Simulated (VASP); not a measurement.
These are PBEsol GGA, VASP's PBE PAW potentials (set 64) (plane waves; VASP 6.6.1) values and carry that method's errors.

VASP input:

**INCAR**
```
SYSTEM  =  TiO2
PREC  =  Accurate; ENCUT  =  400; LREAL  =  .FALSE.
LASPH  =  .TRUE.
EDIFF  =  1E-6; NELM  =  100; ALGO  =  Normal
LMAXMIX  =  4
ISMEAR  =  -1; SIGMA  =  0.1
GGA  =  PS
ISIF  =  2
LWAVE  =  .FALSE.; LCHARG  =  .FALSE.
```

POSCAR:
```
TiO2
1
    1.4466150000     0.8352030000     4.3857320000
   -1.4466150000     0.8352030000     4.3857320000
    0.0000000000    -1.6704070000     4.3857320000
Ti O
1 2
Direct
  0.0000000000   0.0000000000   0.0000000000
  0.2520000000   0.2520000000   0.2520000000
  0.7480000000   0.7480000000   0.7480000000
```

File KPOINTS:
```
Automatic mesh
0
Gamma
9 9 9
0 0 0
```

POTCAR, in this order: Ti_sv O (PBE.64 set). Program: vasp_std.

At this cut-off the stress carries a Pulay error, which pulls relaxed volumes low.

Estimate the energy per atom (σ→0), pressure, largest force.

The energy per atom (σ→0) comes out as -9.138 eV/atom. The pressure is -8.47 GPa. The largest force comes out as 1.886 eV/Å.

**OSZICAR**
```
...
DAV:   9    -0.274233887870E+02    0.14362E+00   -0.72736E-01  3632   0.851E+00    0.110E+00
DAV:  10    -0.274145363163E+02    0.88525E-02   -0.76631E-02  3096   0.362E+00    0.168E-01
DAV:  11    -0.274146279236E+02   -0.91607E-04   -0.52930E-03  2872   0.840E-01    0.976E-02
DAV:  12    -0.274146157861E+02    0.12138E-04   -0.35342E-04  3672   0.172E-01    0.380E-02
DAV:  13    -0.274146029489E+02    0.12837E-04   -0.17944E-04  3136   0.906E-02    0.113E-02
DAV:  14    -0.274146033229E+02   -0.37403E-06   -0.11693E-05  3464   0.377E-02    0.299E-03
DAV:  15    -0.274146038389E+02   -0.51595E-06   -0.11990E-06  2104   0.108E-02
   1 F= -.27414604E+02 E0= -.27414599E+02  d E =-.925575E-05
```

The structure was generated: TiO2 was put into an ordered model structure, which need not be its known phase. The cell was not relaxed at this level. The run is one of a series of settings (GGA = PS against the base run), some of them coarse on purpose.
